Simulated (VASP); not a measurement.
Data:

```
ZrC
1.0
    0.00000     2.35668     2.35668
    2.35668     0.00000     2.35668
    2.35668     2.35668     0.00000
Zr C
1 1
Direct
  0.00000   0.00000   0.00000
  0.50000   0.50000   0.50000
```

Computed with r2SCAN meta-GGA with spin-orbit coupling, VASP's PBE PAW potentials (set 64) (plane waves; VASP). Run with 520 eV cut-off, 12×12×12 Γ-centred mesh, Gaussian smearing of 0.050 eV, potentials Zr_sv C.

Give the energies of bands 11 to 23 at the high-symmetry points, in eV from the Fermi level.

```tsv
band	Γ	X	U	L	W
11	0.77	-2.33	-3.23	-5.55	-2.89
12	0.77	-2.33	-3.23	-5.55	-2.89
13	0.83	-1.72	-2.52	-3.20	-2.61
14	0.83	-1.72	-2.52	-3.20	-2.61
15	0.83	-0.17	-1.80	-3.18	-2.46
16	0.83	-0.17	-1.80	-3.18	-2.46
17	1.18	-0.05	1.57	4.65	3.40
18	1.18	-0.05	1.57	4.65	3.40
19	1.18	4.47	5.04	4.66	3.42
20	1.18	4.47	5.04	4.66	3.42
21	1.25	5.77	5.58	5.56	5.82
22	1.25	5.77	5.58	5.56	5.82
23	2.83	5.86	7.50	6.83	7.17
```

It has no gap at this level: it comes out as a metal or semimetal.

The compound is ZrC in the rock salt structure. It was relaxed first.
